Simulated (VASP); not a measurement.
Energy against volume of Ni3Si (L1_2). Computed with AM05 GGA, VASP's PBE PAW potentials (set 64) (plane waves; VASP). Settings: 520 eV cut-off, 9×9×9 Γ-centred mesh, first-order Methfessel-Paxton smearing of 0.10 eV, potentials Si Ni.

| V (Å³/atom) | E (eV/atom) |
|---|---|
| 10.011 | -6.37740 |
| 10.321 | -6.38471 |
| 10.630 | -6.37805 |
| 10.940 | -6.35963 |

Task: Fit these four points and predict the energy of the run at 9.701 Å³/atom.

Result: A cubic in V^(−2/3), the third-order Birch-Murnaghan form, passes through the four points with V0 = 10.32 Å³/atom and B0 = 241 GPa, and gives -6.3534 eV/atom there. The run gave -6.3535 eV/atom, -0.1 meV/atom from the fit; all five points give B0 = 240 GPa.

The compound is Ni3Si in the L1_2 structure. It was relaxed first. The run is not spin-polarised, so no magnetic state was tried.
